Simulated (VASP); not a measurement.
Computed with LDA (Ceperley-Alder, Perdew-Zunger), VASP's LDA PAW potentials (set 64) (plane waves; VASP).

A VASP calculation is set up with these files.

**POSCAR**
```
BaTiO3
3.9673970
  1.0000000000   0.0000000000   0.0000000000
  0.0000000000   0.7186437354   0.7218433144
  0.0000000000  -0.7186437354   0.7218433144
Ba Ti O
1 1 3
Cartesian
 -0.0008010000   0.0011239588   0.0134132925
  0.5011400000  -0.0197052112   0.7413374149
  0.5052660000   0.3547441071   1.0685258904
  0.5072710000  -0.3343669640   1.0726512249
 -0.0128760000  -0.0017966093   0.6842569330
```

KPOINTS:
```
Automatic mesh
0
Gamma
7 7 7
0 0 0
```

### INCAR
```
SYSTEM = BaTiO3
PREC = Accurate; ENCUT = 400; LREAL = .FALSE.
LASPH = .TRUE.
EDIFF = 1E-6; NELM = 100; ALGO = Normal
LMAXMIX = 4
ISMEAR = 0; SIGMA = 0.01
ISIF = 2
LWAVE = .FALSE.; LCHARG = .FALSE.
```

POTCAR, in this order: Ba_sv Ti_sv O (LDA.64 set). Program: vasp_std.

Output of the run:

OUTCAR:
```
 ion  position               nearest neighbor table
   1  0.999  0.010  0.009-   5 2.66   3 2.77   3 2.81   4 2.81   4 2.81   5 2.85   4 2.86   4 2.86
                             3 2.86   5 2.87   3 2.89   5 3.07   2 3.40   2 3.41   2 3.46   2 3.47
   2  0.501  0.500  0.527-   4 1.81   5 1.94   3 1.97   5 2.05   3 2.08   4 2.23   1 3.40   1 3.41
                             1 3.46   1 3.47   1 3.50   1 3.51   1 3.54   1 3.55
   3  0.505  0.987  0.493-   2 1.97   2 2.08   1 2.77   1 2.81   1 2.86   1 2.89
   4  0.507  0.510  0.976-   2 1.81   2 2.23   1 2.81   1 2.81   1 2.86   1 2.86
   5  0.987  0.473  0.475-   2 1.94   2 2.05   1 2.66   1 2.85   1 2.87   1 3.07
  LATTYP: Found a base centered orthorhombic cell.
 ALAT       =     5.7022900000
 B/A-ratio  =     1.0044522464
 C/A-ratio  =     0.6957550388
 Subroutine PRICEL returns:
 Original cell was already a primitive cell.
 Subroutine GETGRP returns: Found  1 space group operations
The static configuration has the point symmetry C_1 .
The dynamic configuration has the point symmetry C_1 .
 Subroutine INISYM returns: Found  1 space group operations
 Subroutine IBZKPT returns following result:
 Found    172 irreducible k-points:

 Following reciprocal coordinates:
            Coordinates               Weight
  0.000000  0.000000  0.000000      1.000000
  0.142857  0.000000  0.000000      2.000000
  0.285714  0.000000  0.000000      2.000000
  0.428571  0.000000  0.000000      2.000000
  0.000000  0.142857 -0.000000      2.000000
  0.000000  0.000000 -0.142857      2.000000
  0.142857  0.142857 -0.000000      2.000000
  0.142857 -0.142857  0.000000      2.000000
 -0.142857  0.000000 -0.142857      2.000000
 -0.142857 -0.000000  0.142857      2.000000
  0.285714  0.142857 -0.000000      2.000000
  0.285714 -0.142857  0.000000      2.000000
 -0.285714  0.000000 -0.142857      2.000000
 -0.285714 -0.000000  0.142857      2.000000
  0.428571  0.142857 -0.000000      2.000000
  0.428571 -0.142857  0.000000      2.000000
 -0.428571  0.000000 -0.142857      2.000000
...
```

### OSZICAR
```
       N       E                     dE             d eps       ncg     rms          rms(c)
DAV:   1     0.393727789463E+03    0.39373E+03   -0.18552E+04  8256   0.150E+03
DAV:   2    -0.166124815760E+02   -0.41034E+03   -0.40285E+03 10488   0.438E+02
DAV:   3    -0.528823196407E+02   -0.36270E+02   -0.35958E+02 12040   0.130E+02
DAV:   4    -0.543812585847E+02   -0.14989E+01   -0.14983E+01 11992   0.232E+01
DAV:   5    -0.544271598454E+02   -0.45901E-01   -0.45900E-01 11400   0.310E+00    0.235E+01
DAV:   6    -0.444312979757E+02    0.99959E+01   -0.73102E+01 13320   0.773E+01    0.105E+01
DAV:   7    -0.443182489408E+02    0.11305E+00   -0.13058E+01 10640   0.271E+01    0.691E+00
DAV:   8    -0.440959998292E+02    0.22225E+00   -0.12008E+00 11176   0.107E+01    0.264E+00
DAV:   9    -0.441055620608E+02   -0.95622E-02   -0.20739E-01 11160   0.319E+00    0.114E+00
DAV:  10    -0.440907526845E+02    0.14809E-01   -0.90019E-02 10968   0.320E+00    0.284E-01
DAV:  11    -0.440903775273E+02    0.37516E-03   -0.47542E-03 11872   0.502E-01    0.611E-02
DAV:  12    -0.440903405536E+02    0.36974E-04   -0.26687E-04 10152   0.148E-01    0.354E-02
DAV:  13    -0.440903153391E+02    0.25214E-04   -0.16336E-04 11248   0.128E-01    0.131E-02
DAV:  14    -0.440903135985E+02    0.17407E-05   -0.27680E-05 12456   0.398E-02    0.408E-03
DAV:  15    -0.440903136588E+02   -0.60363E-07   -0.18101E-06  6448   0.106E-02
   1 F= -.44090314E+02 E0= -.44090314E+02  d E =-.303612E-42
```

### OUTCAR
```
------------------------ aborting loop because EDIFF is reached ----------------------------------------
  FORCE on cell =-STRESS in cart. coord.  units (eV):
  Direction    XX          YY          ZZ          XY          YZ          ZX
  --------------------------------------------------------------------------------------
  Total       -4.2353322     -3.8412496     -4.0232943      0.0323497     -1.0845392     -0.0457153
  in kB     -104.7356420    -94.9903625    -99.4921509      0.7999763    -26.8195988     -1.1304943
  external PRESSURE =     -99.7393852 kB  Pullay stress =       0.0000000 kB
  volume of cell :       64.79
      direct lattice vectors                 reciprocal lattice vectors
     3.967397000  0.000000000  0.000000000     0.252054433  0.000000000  0.000000000
     0.000000000  2.851145000  2.863839000     0.000000000  0.175368142  0.174590820
     0.000000000 -2.851145000  2.863839000     0.000000000 -0.175368142  0.174590820
 POSITION                                       TOTAL-FORCE (eV/Angst)
 -----------------------------------------------------------------------------------
      3.96422      0.00446      0.05322         0.006248     -0.249616     -0.261040
      1.98822     -0.07818      2.94118         0.226866      0.520275      0.014313
      2.00459      1.40741      4.23927        -0.350496     -0.023263     -0.032509
      2.01255     -1.32657      4.25563        -0.359627     -0.274136     -0.226181
      3.91631     -0.00713      2.71472         0.477008      0.026740      0.505418
 -----------------------------------------------------------------------------------
    total drift:                               -0.000145      0.000199      0.000285
  FREE ENERGIE OF THE ION-ELECTRON SYSTEM (eV)
  ---------------------------------------------------
  free  energy   TOTEN  =       -44.0903136588 eV

  energy  without entropy=      -44.0903136588  energy(sigma->0) =      -44.09031366
```
(Selected blocks of OUTCAR.)

At this cut-off the stress carries a Pulay error, which pulls relaxed volumes low.

The structure comes from a computed database's BaTiO3 entry (Amm2); how it stands against other phases isn't given here. The cell was not relaxed at this level, atoms are displaced from their ideal sites.
